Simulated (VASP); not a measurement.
```yaml
crystal:
  lattice:
    - [2.94650, 0.00000, 0.00000]
    - [0.00000, 2.94650, 0.00000]
    - [0.00000, 0.00000, 2.94650]
  atoms:
    - { symbol: Al, position: [0.50000, 0.50000, 0.50000] }
    - { symbol: Ru, position: [0.00000, 0.00000, 0.00000] }
```

These are PBEsol GGA, VASP's PBE PAW potentials (set 64) (plane waves; VASP) values and carry that method's errors. Settings: 520 eV cut-off, 12×12×12 Γ-centred mesh, first-order Methfessel-Paxton smearing of 0.10 eV, potentials Al Ru_pv.

**Question.** Give the stress tensor in GPa (positive for a compressed cell).

**Answer.** 
```
6.99  0.00  0.00
0.00  6.99  0.00
0.00  0.00  6.99
```
The pressure is its mean diagonal, 6.99 GPa.

The compound is RuAl in the CsCl type structure. This cell is one point of a volume scan, at 0.97 of the reference volume. The electron count is odd and the run is not spin-polarised, which forces a metal.
